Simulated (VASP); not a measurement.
Set up this calculation in VASP 6.6.1, as the native input.

```
Task                   : relaxation of cell and atoms
Functional             : PBE
Potentials or basis    : VASP PAW PBE potentials, release 64 (W_sv, S)
Cutoff                 : 600 eV
k mesh                 : 12 × 12 × 3
Occupations            : gaussian, width 0.03 eV
Spin                   : no spin polarisation
Further INCAR settings : ALGO = Normal; EDIFF = 1e-06; IBRION = 2; EDIFFG = -0.01; NSW = 90; ISIF = 3
```

The structure of WS2 (Tungstenite) lies in POSCAR:

```
WS2
1.0
    3.1800000000      0.0000000000      0.0000000000
   -1.5900000000      2.7539607840      0.0000000000
    0.0000000000      0.0000000000     12.5000000000
W S
2 4
Direct
    0.3333333333      0.6666666667      0.2500000000
    0.6666666667      0.3333333333      0.7500000000
    0.3333333333      0.6666666667      0.6250000000
    0.6666666667      0.3333333333      0.1250000000
    0.3333333333      0.6666666667      0.8750000000
    0.6666666667      0.3333333333      0.3750000000
```

One way to write it, as run:

INCAR

```
PREC     = Accurate       # precision mode
ENCUT    = 600            # plane-wave cutoff, eV
EDIFF    = 1E-6           # SCF threshold, eV
ISMEAR   = 0              # smearing method
SIGMA    = 0.03           # smearing width, eV
LREAL    = F              # projectors in reciprocal space
LASPH    = T              # aspherical terms in the spheres
NELM     = 80             # most SCF steps
ALGO     = Normal         # electronic algorithm
ISIF     = 3              # what is computed and relaxed
LWAVE    = F              # write WAVECAR
LCHARG   = F              # write CHGCAR
GGA      = PE             # functional
IBRION   = 2              # ionic algorithm
NSW      = 90             # ionic steps
EDIFFG   = -0.01          # ionic threshold
KPAR     = 2
```

KPOINTS

```
Automatic mesh
0
Gamma
  12 12 3
```

Potentials or basis: VASP PAW PBE potentials, release 64 (W_sv, S).

Run with:

```bash
$ cat potpaw_PBE.64/W_sv/POTCAR potpaw_PBE.64/S/POTCAR > POTCAR
$ mpirun -np 2 vasp_std > vasp.out
```

It gave:

```json
{
  "Relaxed volume": "20.65 Å³/atom",
  "Relaxed cell": "a = 3.189 Å, b = 3.189 Å, c = 14.073 Å, α = 90.00°, β = 90.00°, γ = 120.00°",
  "Space group after relaxing (to 0.05 Å)": "P6_3/mmc (No. 194)",
  "Energy gained by relaxing": "12.7 meV/atom",
  "Ionic steps": "13",
  "Pressure after relaxing": "0.0 GPa",
  "Largest force after relaxing": "0.004 eV/Å",
  "Band gap on the k mesh": "1.53 eV, indirect (least direct gap 1.79 eV)"
}
```

Caveat: spin-orbit coupling is left out, which moves the levels of the heavy elements; an odd mesh through Γ misses points on the zone boundary, where band edges often lie; this functional lacks dispersion, which binds the layers, so the pressure and a relaxed spacing across them are unreliable; the volume moved by +13 % from the deposited cell, more than functionals usually miss.

Run time: 5.8 min on 2 MPI ranks on Intel(R) Xeon(R) 6975P-C (Granite Rapids) (shared host), peak memory 0.35 GiB a rank.
